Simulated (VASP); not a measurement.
The system is BeZn2Te3.

```
Be Zn Te
1.0
     4.17000    0.00000    0.00000
    -2.08500    3.61133    0.00000
     0.00000    0.00000   10.22000
Be Zn Te
1 2 3
Direct
  0.00000 0.00000 0.00000
  0.66667 0.33333 0.33333
  0.33333 0.66667 0.66667
  0.00000 0.00000 0.25000
  0.33333 0.66667 0.91667
  0.66667 0.33333 0.58333
```

The cell was built by a generator and needn't be a form met in nature.

| Property | Result |
| --- | --- |
| Program | VASP 6.6.1 |
| Task | relaxation of cell and atoms |
| Functional | PBE |
| Potentials or basis | VASP PAW PBE potentials, release 64 (Be, Zn, Te) |
| Cutoff | 520 eV |
| k mesh | 4 × 4 × 2 |
| Occupations | gaussian, width 0.15 eV |
| Spin | no spin polarisation |

At the start: pressure 3.3 GPa; volume 25.65 Å³/atom.

Question: How do energy, volume and symmetry change on relaxing?

Answer: Over 17 steps the energy falls by 50.6 meV/atom and the volume is 27.31 Å³/atom (+6.5 %); space group P3m1 (No. 156, to 0.05 Å).

The path:
```csv
step,energy change (eV),largest force (eV/Å),pressure (GPa),volume (Å³)
1,0.0000,1.2427,3.35,153.91
2,-0.2363,0.5783,-0.18,166.16
3,-0.2381,0.5116,-0.68,167.65
4,-0.2715,0.2955,-0.30,165.95
5,-0.2867,0.2593,0.03,164.61
6,-0.2820,0.3855,0.44,161.95
7,-0.2907,0.2872,0.10,163.54
8,-0.2906,0.2735,0.22,163.31
9,-0.3002,0.1671,0.45,163.82
10,-0.3024,0.0961,0.29,164.38
11,-0.3026,0.0907,-0.12,164.29
12,-0.3022,0.1421,0.27,164.06
13,-0.3027,0.0898,-0.23,164.24
14,-0.3026,0.1195,-0.07,164.15
15,-0.3027,0.1003,-0.06,164.20
16,-0.3027,0.1011,-0.06,164.22
17,-0.3038,0.0100,0.35,163.88
```

Final structure:
```
Be Zn Te
1.0
     4.26788    0.00000    0.00000
    -2.13394    3.69610    0.00000
     0.00000    0.00000   10.38889
Be Zn Te
1 2 3
Cartesian
  -2.1339 3.6961 0.0014
  2.1339 1.2320 3.3968
  0.0000 2.4641 7.0061
  0.0000 0.0000 2.4433
  0.0000 2.4641 9.6710
  2.1339 1.2320 6.0508
```

Caveat: the k mesh is coarse (spacing up to 0.43 Å⁻¹), so the values aren't converged.
